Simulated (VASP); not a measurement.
Data:

```
CELL_PARAMETERS angstrom
      0.00000     3.27826     3.27826
      3.27826     0.00000     3.27826
      3.27826     3.27826     0.00000
ATOMIC_POSITIONS crystal
  Cd 0.00000 0.00000 0.00000
  Te 0.25000 0.25000 0.25000
```

Method: optB86b-vdW, VASP's PBE PAW potentials (set 64) (plane waves; VASP). Run with 520 eV cut-off, 7×7×7 Γ-centred mesh, Gaussian smearing of 0.050 eV, potentials Cd Te.

Unless said otherwise, spin-orbit coupling is left out, though it shifts the bands of the heavy elements here.

**Question.** Estimate the energy per atom (σ→0), band gap (on the k-mesh) with the smallest direct gap where there is one.

**Answer.** 
| Property | Result |
|---|---|
| band gap (on the k-mesh) | 0.56 eV |
| smallest direct gap (on the k-mesh) | 0.56 eV |
| energy per atom (σ→0) | 0.157 eV/atom |

Only differences to runs with the same potentials and settings are physical.

The compound is CdTe in the zinc blende structure. It was relaxed first.
